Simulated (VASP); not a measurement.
MgB2, 3 atoms in the cell. Symmetry: P6/mmm, No. 191, hexagonal system. Conventional cell: a = 3.085 Å, b = 3.085 Å, c = 3.523 Å, α = 90.00°, β = 90.00°, γ = 120.00°. Mg (site symmetry 6/mmm) has 12 B at 2.51 Å as nearest neighbours. B (site symmetry -6m2) has 3 B at 1.78 Å as nearest neighbours. 

* Program: VASP 6.6.1
* Task: relaxation of cell and atoms
* Functional: PBE
* Potentials or basis: VASP PAW PBE potentials, release 64 (Mg, B)
* Cutoff: 600 eV
* k mesh: 15 × 15 × 12
* Occupations: gaussian, width 0.1 eV
* Spin: no spin polarisation
* Further INCAR settings: ALGO = Normal; EDIFF = 1e-07; IBRION = 2; EDIFFG = -0.004; NSW = 80; ISIF = 3

Potentials or basis: VASP PAW PBE potentials, release 64 (Mg, B).

Command:

```bash
$ cat potpaw_PBE.64/Mg/POTCAR potpaw_PBE.64/B/POTCAR > POTCAR
$ mpirun -np 1 vasp_std > vasp.out
```

Hardware: 1 thread of AMD EPYC 7R43 64-Core Processor (Zen 3), on a shared host.

**Question.** How long does it take, and how much memory?

**Answer.** It took 3 min on 1 thread of AMD EPYC 7R43 64-Core Processor (Zen 3), on a shared host, peak memory 0.17 GiB. Counts: scf iterations 35, k points 189, ion steps 6.
